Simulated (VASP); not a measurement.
```yaml
crystal:
  lattice:
    - [0.00000, 2.00500, 2.00500]
    - [2.00500, 0.00000, 2.00500]
    - [2.00500, 2.00500, 0.00000]
  atoms:
    - { symbol: Li, position: [0.00000, 0.00000, 0.00000] }
    - { symbol: F, position: [0.50000, 0.50000, 0.50000] }
```

- orbitals: LDA
- datasets: PAW potentials of the _GW family
- k mesh: 6×6×6
- bands in all: 162
- response cutoff: 180 eV
- wave cutoff: 487.7 eV
- frequencies: real axis, 200 points
- long-wave heads: k·p
- q → 0 term: probe-charge (Ewald) weight
- potentials: Li_sv_GW, F_GW
- band sums: cut at the band count

Program: VASP. The Kohn-Sham gap (direct at Γ) is 8.96 eV and the electronic dielectric constant on this mesh 2.0.

Problem. By how much does G0W0 change the gap?

Solution. By +4.55 eV, to 13.50 eV. The valence edge moves by -2.57 eV (Z = 0.82) and the conduction edge by +1.98 eV (Z = 0.88).

Band sums or response are cut, so the gap isn't at its basis limit.
